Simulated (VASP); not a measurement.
Calculation: PBE GGA, VASP's PBE PAW potentials (set 64) (plane waves; VASP).

VASP input:

**INCAR**
```
# general
SYSTEM   =  Au
PREC     =  Normal
ENCUT    =  400
LREAL    =  .FALSE.   # projection in real space or not
LASPH    =  .TRUE.   # aspherical one-centre terms

# electronic loop
EDIFF    =  1E-5
NELM     =  100
NELMIN   =  4
ALGO     =  Fast   # Davidson, then RMM-DIIS
LMAXMIX  =  6   # l cut-off of mixed one-centre charges

# smearing
ISMEAR   =  1   # Methfessel-Paxton
SIGMA    =  0.1   # width (eV)

# functional
GGA      =  PE   # PBE

# ions
IBRION   =  2   # conjugate gradients
NSW      =  20
ISIF     =  2   # forces and stress, cell fixed
EDIFFG   =  -0.03

# output
LWAVE    =  .FALSE.
LCHARG   =  .FALSE.
```

File KPOINTS:
```
Automatic mesh
0
Gamma
17 17 17
0 0 0
```

**POSCAR**
```
Au
1
   -0.0000000000     2.0776498161     2.0776498161
    2.0776498161    -0.0000000000     2.0776498161
    2.0776498161     2.0776498161    -0.0000000000
Au
1
Direct
  0.0000000000   0.0000000000   0.0000000000
```

POTCAR, in this order: Au (PBE.64 set). Program: vasp_std.

Unless said otherwise, spin-orbit coupling is left out, though it shifts the bands of the heavy elements here.

Q: Predict the energy per atom (σ→0), band gap (on the k-mesh).

A: 
```
Property                                                    Result
------------------------  ----------------------------------------
energy per atom (σ→0)                               -3.219 eV/atom
band gap (on the k-mesh)  none (metal, semimetal or under 0.01 eV)
```

OSZICAR:
```
...
DAV:   4    -0.348360127954E+01   -0.78738E-03   -0.78737E-03  3398   0.867E-01
DAV:   5    -0.348360615236E+01   -0.48728E-05   -0.48712E-05  3395   0.648E-02    0.800E+00
RMM:   6    -0.323572652574E+01    0.24788E+00   -0.45085E-01  2970   0.709E+00    0.519E+00
RMM:   7    -0.322094752648E+01    0.14779E-01   -0.47358E-02  2970   0.252E+00    0.267E+00
RMM:   8    -0.321919383396E+01    0.17537E-02   -0.40211E-03  2970   0.649E-01    0.358E-01
RMM:   9    -0.321912443691E+01    0.69397E-04   -0.57136E-04  2970   0.257E-01    0.106E-01
RMM:  10    -0.321912961097E+01   -0.51741E-05   -0.70804E-05  2573   0.791E-02
   1 F= -.32191296E+01 E0= -.32190383E+01  d E =-.321913E+01
```

The compound is Au in the fcc structure. It was relaxed first, which changed the volume by +6 %.
